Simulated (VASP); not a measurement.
Shape and ions are relaxed at each volume.

Energy against volume of SiO₂ (rutile). The numbers are results of PBE GGA, VASP's PBE PAW potentials (set 64) (plane waves; VASP), not measurements.

| V (Å³/atom) | E (eV/atom) |
|---|---|
| 7.561 | -7.69119 |
| 7.802 | -7.71256 |
| 8.043 | -7.71949 |
| 8.285 | -7.71458 |
| 8.526 | -7.70015 |

Question: Fit a third-order Birch-Murnaghan equation of state.

Answer: 
- volume per atom = 8.06 Å³/atom
- bulk modulus = 258 GPa
- pressure derivative of the bulk modulus = 5.92

Measured: bulk modulus 310 GPa at 300 K (computed value off by -16.9 %), as given by arXiv:1001.2066. The calculation is for a static lattice, while the measured bulk modulus holds thermal and zero-point effects, which are part of the difference.

The compound is SiO2 in the rutile structure, stishovite, a high-pressure form. It was relaxed first.
